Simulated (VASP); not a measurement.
A convergence study with VASP on PtTe$_{2}$ (1T layered): one setting is varied, all else stays as given below, so the limit is that of these other settings.

```xyz
3
Lattice="2.0150 -3.4901 0.0000 2.0150 3.4901 0.0000 0.0000 0.0000 5.2200" Properties=species:S:1:pos:R:3 pbc="T T T"
Te     2.0150     1.1634     1.3259
Te     2.0150    -1.1634     3.8941
Pt     0.0000     0.0000     0.0000
```

Computed with PBE GGA, VASP's PBE PAW potentials (set 64) (plane waves; VASP). The tightest run used: 550 eV cut-off, 18×18×13 Γ-centred mesh, first-order Methfessel-Paxton smearing of 0.10 eV, potentials Te Pt.

**Question.** The settings run are 1×1×1 mesh; 2×2×1 mesh; 3×3×2 mesh; 4×4×3 mesh; 6×6×4 mesh; 7×7×5 mesh; 9×9×6 mesh; 11×11×8 mesh; 12×12×8 mesh; 13×13×9 mesh; 14×14×10 mesh; 15×15×10 mesh; 17×17×12 mesh; 18×18×13 mesh. From which on does the stress (every component) stay within 0.2 GPa of the tightest run?

**Answer.** From 9×9×6 mesh on: it is off by 0.15 there and by no more than 0.2 in any finer run, while 7×7×5 mesh is off by 0.35.
| setting | E (eV/atom) | pressure (GPa) | irreducible k-points | difference judged (GPa) |
|---|---|---|---|---|
| 1×1×1 mesh | -0.4149 | 35.98 | 1 | 37.52 |
| 2×2×1 mesh | -4.6083 | 4.26 | 2 | 4.06 |
| 3×3×2 mesh | -4.4907 | 6.19 | 6 | 2.26 |
| 4×4×3 mesh | -4.5252 | 5.62 | 9 | 0.56 |
| 6×6×4 mesh | -4.5017 | 5.56 | 24 | 0.13 |
| 7×7×5 mesh | -4.4987 | 5.70 | 32 | 0.35 |
| 9×9×6 mesh | -4.5022 | 5.51 | 62 | 0.15 |
| 11×11×8 mesh | -4.5007 | 5.60 | 110 | 0.06 |
| 12×12×8 mesh | -4.5012 | 5.58 | 131 | 0.01 |
| 13×13×9 mesh | -4.5009 | 5.58 | 161 | 0.03 |
| 14×14×10 mesh | -4.5008 | 5.60 | 208 | 0.02 |
| 15×15×10 mesh | -4.5008 | 5.59 | 238 | 0.01 |
| 17×17×12 mesh | -4.5011 | 5.58 | 351 | 0.01 |
| 18×18×13 mesh | -4.5013 | 5.59 | 421 | 0.00 |

Left out are rungs that failed or repeat a setting and relaxations that didn't move; long series are thinned to 24 rows.

The compound is PtTe2 in the 1T layered structure. The cell was not relaxed at this level.
